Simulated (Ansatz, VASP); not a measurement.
**CaAs2 in VASP and in Ansatz**

INCAR

```
SYSTEM = CaAs2
PREC = Accurate ; ENCUT = 600
EDIFF = 1E-6 ; ISMEAR = 0
SIGMA = 0.1 ; LREAL = .False.
LASPH = .True. ; NELM = 100
ALGO = Normal ; ISIF = 3
LWAVE = .False. ; LCHARG = .False.
GGA = PE ; IBRION = 2
NSW = 100 ; EDIFFG = -0.01
```

KPOINTS

```
Automatic mesh
0
Gamma
  16 10 8
  0 0 0
```

File POSCAR:

```
CaAs2
1.0
    2.9146443976      0.0000000000      0.0000000000
    0.0000000000      4.3963785366      0.0000000000
    0.0000000000      0.0000000000      5.7929079095
Ca As
1 2
Direct
    0.0000000000      0.5000000000      0.5000000000
    0.5000000000      0.0000000000      0.7745828913
    0.5000000000      0.0000000000      0.2254171087
```

Input for Ansatz:

```yaml
crystal:
  lattice:
    - [2.9146443976, 0.0, 0.0]
    - [0.0, 4.3963785366, 0.0]
    - [0.0, 0.0, 5.7929079095]
  atoms:
    - { symbol: Ca, position: [0.0, 0.5, 0.5] }
    - { symbol: As, position: [0.5, 0.0, 0.7745828913] }
    - { symbol: As, position: [0.5, 0.0, 0.2254171087] }
basis:
  ecutwfc: 420
kpoints:
  mp_grid: { grid: [16, 10, 8] }
hamiltonian:
  xc: pbe
scf:
  occupations: { method: gaussian, width: 0.1 }
output:
  forces: true
  stress: true
  eigenvalues: true
relax:
  adjacent_minimum: "off"
  f_tol: 0.01
  max_steps: 80
  cell: { stress_tol: 0.05 }
```

Alike in both runs: task relaxation of cell and atoms; functional PBE; k mesh 16 × 10 × 8; occupations gaussian, width 0.1 eV; no spin polarisation.

|  | VASP | Ansatz |
| --- | --- | --- |
| version | VASP 6.6.1 | Ansatz 0.2.0 |
| potentials or method | VASP PAW PBE potentials, release 64 (Ca_sv, As) | scalar-relativistic, plane waves, PAW |
| plane-wave cutoff (eV) | 600 | 420 |
| valence electrons in the cell | 20 | 40 |

VASP gave:

| Quantity | Value |
| --- | --- |
| gap on the k mesh at the Fermi level, each at its own relaxed structure (eV) | none |
| relaxed volume (Å³/atom) | 25.29 |
| relaxed cell length with the largest relative difference (Å) | 3.145 |
| energy change over the relaxation (meV/atom) | -56 |

**Question.** What did Ansatz give for the same quantities?

**Answer.** gap on the k mesh at the Fermi level, each at its own relaxed structure (eV): none; relaxed volume (Å³/atom): 25.20; relaxed cell length with the largest relative difference (Å): 3.140; energy change over the relaxation (meV/atom): -56.

A gap of «none» marks a metal or a gap that the smearing closes. The two sets of potentials don't hold the same shells in valence.
